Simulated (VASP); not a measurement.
Crystal: GeB2C2.

```
CELL_PARAMETERS angstrom
2.75490 0.00000 0.00000
-0.00085 4.67262 0.00000
-0.08905 -0.24501 5.04499
ATOMIC_POSITIONS crystal
Ge 0.97269 0.02312 0.14346
B 0.48673 0.16925 0.51066
B 0.98545 0.65799 0.46668
C 0.98591 0.32691 0.48077
C 0.48555 0.83017 0.47056
```

The cell was built by a generator and needn't be a form met in nature.

```yaml
Program: VASP 6.6.1
Task: relaxation of cell and atoms
Functional: PBE
Potentials_or_basis: VASP PAW PBE potentials, release 64 (Ge_d, B, C)
Cutoff: 520 eV
k_mesh: 10 × 6 × 6
Occupations: gaussian, width 0.1 eV
Spin: no spin polarisation
```

At the start: pressure 0.3 GPa; volume 12.99 Å³/atom.

How do energy, volume and symmetry change on relaxing?

Over 29 steps the energy falls by 2.2 meV/atom and the volume is 13.89 Å³/atom (+7.0 %); space group P1 (No. 1, to 0.05 Å).

The path:
| step | energy change (eV) | largest force (eV/Å) | pressure (GPa) | volume (Å³) |
| --- | --- | --- | --- | --- |
| 1 | 0.0000 | 0.0361 | 0.30 | 64.94 |
| 2 | -0.0008 | 0.0707 | 0.11 | 65.17 |
| 3 | -0.0011 | 0.1113 | -0.15 | 65.43 |
| 4 | -0.0015 | 0.1124 | -0.21 | 65.50 |
| 5 | -0.0024 | 0.1161 | -0.15 | 65.70 |
| 6 | -0.0037 | 0.1224 | -0.14 | 66.11 |
| 7 | -0.0040 | 0.2468 | -0.01 | 66.92 |
| 8 | -0.0043 | 0.1751 | -0.07 | 66.60 |
| 9 | -0.0049 | 0.1529 | -0.05 | 66.70 |
| 10 | -0.0065 | 0.1192 | 0.03 | 67.00 |
| 11 | -0.0080 | 0.1273 | 0.22 | 67.60 |
| 12 | -0.0081 | 0.1419 | 0.27 | 67.74 |
| 13 | -0.0089 | 0.0874 | 0.17 | 67.98 |
| 14 | -0.0093 | 0.1133 | 0.00 | 68.36 |
| 15 | -0.0098 | 0.0789 | -0.04 | 68.53 |
| 16 | -0.0102 | 0.0897 | -0.17 | 69.02 |
| 17 | -0.0107 | 0.0453 | -0.02 | 69.17 |
| 18 | -0.0106 | 0.0810 | 0.15 | 69.34 |
| 19 | -0.0107 | 0.0548 | 0.09 | 69.24 |
| 20 | -0.0109 | 0.0338 | 0.01 | 69.33 |
| 21 | -0.0109 | 0.0406 | -0.03 | 69.36 |
| 22 | -0.0110 | 0.0238 | 0.01 | 69.38 |
| 23 | -0.0110 | 0.0229 | 0.02 | 69.38 |
| 24 | -0.0111 | 0.0198 | -0.01 | 69.41 |
| 25 | -0.0111 | 0.0273 | 0.03 | 69.41 |
| 26 | -0.0111 | 0.0447 | 0.01 | 69.43 |
| 27 | -0.0112 | 0.0154 | -0.03 | 69.46 |
| 28 | -0.0112 | 0.0138 | 0.03 | 69.46 |
| 29 | -0.0112 | 0.0092 | 0.03 | 69.46 |

Final structure:
```
Ge B C
1.0
     2.75405    0.00036    0.00578
    -0.00035    4.67450   -0.03911
    -0.07771   -0.28591    5.39787
Ge B C
1 2 2
Direct
  0.97715 0.02095 0.16289
  0.48532 0.17027 0.50533
  0.98457 0.65780 0.46212
  0.98466 0.32768 0.47672
  0.48463 0.83073 0.46506
```
